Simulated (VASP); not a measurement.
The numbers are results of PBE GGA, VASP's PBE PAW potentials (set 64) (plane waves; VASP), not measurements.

The input files of a VASP run:

### KPOINTS
```
K-points
0
Gamma
  6 6 6
0 0 0
```

**INCAR**
```
SYSTEM = KF
PREC = Accurate
ENCUT = 400
EDIFF = 1E-8
NELM = 100
ALGO = Normal
LREAL = .FALSE.
LASPH = .TRUE.
ISMEAR = 0
SIGMA = 0.01
GGA = PE
LWAVE = .FALSE.
LCHARG = .FALSE.
ISIF = 2
LEPSILON = .TRUE.
IBRION = 8
NSW = 1
```

File POSCAR:
```
KF
5.248840
  0.0000000000   0.5000000000   0.5000000000
  0.5000000000   0.0000000000   0.5000000000
  0.5000000000   0.5000000000   0.0000000000
K F
1 1
direct
  0.0000000000   0.0000000000   0.0000000000
  0.5000000000   0.5000000000   0.5000000000
```

POTCAR, in this order: K_sv F (PBE.64 set). Program: vasp_std.

The resulting files:

**OUTCAR**
```


 HEAD OF MICROSCOPIC STATIC DIELECTRIC TENSOR (INDEPENDENT PARTICLE, excluding Hartree and local field effects)
 ------------------------------------------------------
           2.137308     0.000000     0.000000
           0.000000     2.137308     0.000000
           0.000000     0.000000     2.137308
 ------------------------------------------------------

 MACROSCOPIC STATIC DIELECTRIC TENSOR (including local field effects in DFT)
 ------------------------------------------------------
           2.013874     0.000000     0.000000
           0.000000     2.013874    -0.000000
           0.000000    -0.000000     2.013874
 ------------------------------------------------------

 PIEZOELECTRIC TENSOR (including local field effects)  for field in x, y, z        (e  Angst)
          XX          YY          ZZ          XY          YZ          ZX
  --------------------------------------------------------------------------------
  x     0.00000     0.00000     0.00000     0.00000     0.00000     0.00000
  y     0.00000     0.00000     0.00000     0.00000     0.00000     0.00000
  z     0.00000     0.00000     0.00000     0.00000     0.00000     0.00000

 PIEZOELECTRIC TENSOR (including local field effects)  for field in x, y, z        (C/m^2)
          XX          YY          ZZ          XY          YZ          ZX
  --------------------------------------------------------------------------------
  x     0.00000     0.00000     0.00000     0.00000     0.00000     0.00000
  y     0.00000     0.00000     0.00000     0.00000     0.00000     0.00000
  z     0.00000     0.00000     0.00000     0.00000     0.00000     0.00000

 BORN EFFECTIVE CHARGES (including local field effects) (in |e|, cummulative output)
 ---------------------------------------------------------------------------------
 ion    1
    1     1.13904    -0.00000     0.00000
    2    -0.00000     1.13904     0.00000
    3     0.00000    -0.00000     1.13904
 ion    2
    1    -1.13904     0.00000    -0.00000
    2     0.00000    -1.13904     0.00000
    3     0.00000     0.00000    -1.13904

   1 f  =    6.375990 THz    40.061528 2PiTHz  212.680141 cm-1    26.368965 meV

   2 f  =    6.375990 THz    40.061528 2PiTHz  212.680141 cm-1    26.368965 meV

   3 f  =    6.375990 THz    40.061528 2PiTHz  212.680141 cm-1    26.368965 meV

   4 f/i=    0.023719 THz     0.149028 2PiTHz    0.791166 cm-1     0.098092 meV

   5 f/i=    0.023719 THz     0.149028 2PiTHz    0.791166 cm-1     0.098092 meV

   6 f/i=    0.023719 THz     0.149028 2PiTHz    0.791166 cm-1     0.098092 meV

 MACROSCOPIC STATIC DIELECTRIC TENSOR IONIC CONTRIBUTION
 ------------------------------------------------------
           3.061867    -0.000000     0.000000
          -0.000000     3.061867    -0.000000
           0.000000    -0.000000     3.061867
 ------------------------------------------------------

 ELASTIC MODULI CONTR FROM IONIC RELAXATION (kBar)
 Direction    XX          YY          ZZ          XY          YZ          ZX
 --------------------------------------------------------------------------------
 XX           0.0000      0.0000      0.0000      0.0000      0.0000      0.0000
 YY           0.0000      0.0000      0.0000      0.0000      0.0000      0.0000
 ZZ           0.0000      0.0000      0.0000      0.0000      0.0000      0.0000
 XY           0.0000      0.0000      0.0000      0.0000      0.0000      0.0000
 YZ           0.0000      0.0000      0.0000      0.0000      0.0000      0.0000
 ZX           0.0000      0.0000      0.0000      0.0000      0.0000      0.0000
 --------------------------------------------------------------------------------

 PIEZOELECTRIC TENSOR IONIC CONTR  for field in x, y, z        (C/m^2)
          XX          YY          ZZ          XY          YZ          ZX
  --------------------------------------------------------------------------------
  x     0.00000     0.00000     0.00000     0.00000     0.00000     0.00000
  y     0.00000     0.00000     0.00000     0.00000     0.00000     0.00000
  z     0.00000     0.00000     0.00000     0.00000     0.00000     0.00000
```
(Selected blocks of OUTCAR.)

At this cut-off the stress carries a Pulay error, which pulls relaxed volumes low.

The structure comes from a computed database's KF entry; how it stands against other phases isn't given here. The cell was not relaxed at this level. The run is one of a series of settings (EDIFF = 1E-8, IBRION = 8, LEPSILON = .TRUE., NSW = 1 against the base run), some of them coarse on purpose.
